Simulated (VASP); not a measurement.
Level of theory: revPBE GGA, VASP's PBE PAW potentials (set 64) (plane waves; VASP).

VASP input:

File KPOINTS:
```
Automatic mesh
0
Gamma
4 4 1
0.5 0.5 0.5
```

**INCAR**
```
# general
SYSTEM   =  NiSb
PREC     =  Accurate
ENCUT    =  300
LREAL    =  .False.
LASPH    =  .True.

# electronic loop
EDIFF    =  1E-6
NELM     =  100
ALGO     =  Normal
LMAXMIX  =  4

# smearing
ISMEAR   =  -1
SIGMA    =  0.05

# functional
GGA      =  RE

# spin
ISPIN    =  2
MAGMOM   =  4*2.0 4*0.0

# ions
IBRION   =  2
NSW      =  50
ISIF     =  3
EDIFFG   =  -0.01

# output
LWAVE    =  .False.
LCHARG   =  .False.
LORBIT   =  11
```

### POSCAR
```
NiSb
1
    3.6462410000     0.0000000000     0.0000000000
   -1.8231200000     3.1577360000     0.0000000000
    0.0000000000     0.0000000000    12.3010530000
Ni Sb
4 4
Direct
  0.3333330000   0.6666670000   0.1250000000
  0.6666670000   0.3333330000   0.6250000000
  0.6666670000   0.3333330000   0.8750000000
  0.3333330000   0.6666670000   0.3750000000
  0.0000000000   0.0000000000   0.0000000000
  0.0000000000   0.0000000000   0.5000000000
  0.3333330000   0.6666670000   0.7500000000
  0.6666670000   0.3333330000   0.2500000000
```

POTCAR, in this order: Ni Sb (PBE.64 set). Program: vasp_std.

At this cut-off the stress carries a Pulay error, which pulls relaxed volumes low. Energy and stress use the plane-wave basis of the starting cell. Unless said otherwise, spin-orbit coupling is left out, though it shifts the bands of the heavy elements here.

Task: What does the run give for the energy per atom (σ→0), cell moment, volume per atom, band gap (on the k-mesh)?

Result: 
| Property | Result |
|---|---|
| energy per atom (σ→0) | -4.556 eV/atom |
| cell moment | 0.00 μB |
| band gap (on the k-mesh) | none (metal, semimetal or under 0.01 eV) |
| volume per atom | 18.18 Å^3/atom |

File OSZICAR:
```
...
       N       E                     dE             d eps       ncg     rms          rms(c)
DAV:   1    -0.364631050914E+02   -0.12192E-03   -0.31541E-03  1136   0.406E-01    0.104E-01
DAV:   2    -0.364633646925E+02   -0.25960E-03   -0.23727E-03  1088   0.622E-01    0.169E-01
DAV:   3    -0.364629913049E+02    0.37339E-03   -0.11325E-03  1072   0.456E-01    0.197E-02
DAV:   4    -0.364629913116E+02   -0.66839E-08   -0.43440E-05  1024   0.296E-02    0.119E-02
DAV:   5    -0.364629897426E+02    0.15690E-05   -0.52607E-06   832   0.291E-02    0.248E-03
DAV:   6    -0.364629899681E+02   -0.22555E-06   -0.76427E-07   480   0.717E-03
  17 F= -.36462990E+02 E0= -.36447968E+02  d E =-.208890E-04  mag=     0.0000
```

The structure was generated: NiSb was put into an ordered model structure, which need not be its known phase. This run relaxes it. Symmetry was kept, so distortions that lower it aren't found. The k-mesh is coarse (spacing up to 0.57 per Å, 2π included), so the numbers may not be converged in it. The run is one of a series of settings (EDIFFG = -0.01, GGA = RE, IBRION = 2, ISIF = 3, NSW = 50 against the base run), some of them coarse on purpose.
